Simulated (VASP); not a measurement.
Output of a VASP run:

File OSZICAR:
```
       N       E                     dE             d eps       ncg     rms          rms(c)
DAV:   1     0.466673398953E+02    0.46667E+02   -0.56617E+03  2216   0.109E+03
DAV:   2     0.214419617776E+00   -0.46453E+02   -0.44520E+02  2226   0.205E+02
DAV:   3    -0.146273580453E+00   -0.36069E+00   -0.36053E+00  2529   0.221E+01
DAV:   4    -0.147035863593E+00   -0.76228E-03   -0.76227E-03  2513   0.952E-01
DAV:   5    -0.147040790168E+00   -0.49266E-05   -0.49272E-05  2398   0.705E-02    0.488E+00
DAV:   6     0.143057867963E+00    0.29010E+00   -0.14573E+00  2199   0.129E+01    0.303E+00
DAV:   7     0.150619122724E+00    0.75613E-02   -0.87474E-03  2336   0.107E+00    0.173E+00
DAV:   8     0.153807810383E+00    0.31887E-02   -0.72107E-04  2259   0.269E-01    0.612E-02
DAV:   9     0.153796607458E+00   -0.11203E-04   -0.86226E-06  2522   0.260E-02    0.119E-02
DAV:  10     0.153791082119E+00   -0.55253E-05   -0.39156E-06  2355   0.241E-02    0.313E-03
DAV:  11     0.153791177783E+00    0.95664E-07   -0.77803E-08  1819   0.296E-03
   1 F= 0.15379118E+00 E0= 0.15392210E+00  d E =-.392780E-03
```

OUTCAR:
```
------------------------ aborting loop because EDIFF is reached ----------------------------------------
  FORCE on cell =-STRESS in cart. coord.  units (eV):
  Direction    XX          YY          ZZ          XY          YZ          ZX
  --------------------------------------------------------------------------------------
  Total       -0.6346544     -0.6346544     -0.6346544      0.0000000      0.0000000     -0.0000000
  in kB      -57.3917783    -57.3917783    -57.3917783      0.0000000      0.0000000     -0.0000000
  external PRESSURE =     -57.3917783 kB  Pullay stress =       0.0000000 kB
  volume of cell :       17.72
      direct lattice vectors                 reciprocal lattice vectors
     0.000000000  2.069137678  2.069137678    -0.241646559  0.241646559  0.241646559
     2.069137678  0.000000000  2.069137678     0.241646559 -0.241646559  0.241646559
     2.069137678  2.069137678  0.000000000     0.241646559  0.241646559 -0.241646559
 POSITION                                       TOTAL-FORCE (eV/Angst)
 -----------------------------------------------------------------------------------
      0.00000      0.00000      0.00000         0.000000     -0.000000     -0.000000
 -----------------------------------------------------------------------------------
    total drift:                                0.000000      0.000000     -0.000000
  FREE ENERGIE OF THE ION-ELECTRON SYSTEM (eV)
  ---------------------------------------------------
  free  energy   TOTEN  =         0.1537911778 eV

  energy  without entropy=        0.1541839578  energy(sigma->0) =        0.15392210
```
(Selected blocks of OUTCAR.)

**POSCAR**
```
Ag
1
    0.0000000000     2.0691376778     2.0691376778
    2.0691376778     0.0000000000     2.0691376778
    2.0691376778     2.0691376778     0.0000000000
Ag
1
Direct
  0.0000000000   0.0000000000   0.0000000000
```

Problem. Write an INCAR and KPOINTS that could have produced this output.

Solution. One answer among several that fit: the input of the run itself, vdW-DF-cx, plane waves, VASP's PBE PAW potentials (set 64).

File KPOINTS:
```
Automatic mesh
0
Gamma
15 15 15
0 0 0
```

INCAR:
```
NELM = 100
LMAXMIX = 4   # l cut-off of mixed one-centre charges
LUSE_VDW = .True.
LWAVE = .False.
SIGMA = 0.1
ISIF = 2   # forces and stress, cell fixed
ISMEAR = 1
PREC = Accurate
LREAL = .False.   # projection in real space or not
LCHARG = .False.
GGA = CX
SYSTEM = Ag
EDIFF = 1E-7   # SCF stop (eV)
AGGAC = 0.0
ALGO = Normal
LASPH = .True.
ENCUT = 520
```

POTCAR, in this order: Ag (PBE.64 set). Program: vasp_std.

The compound is Ag in the fcc structure. This cell is one point of a volume scan, at 1.06 of the reference volume.
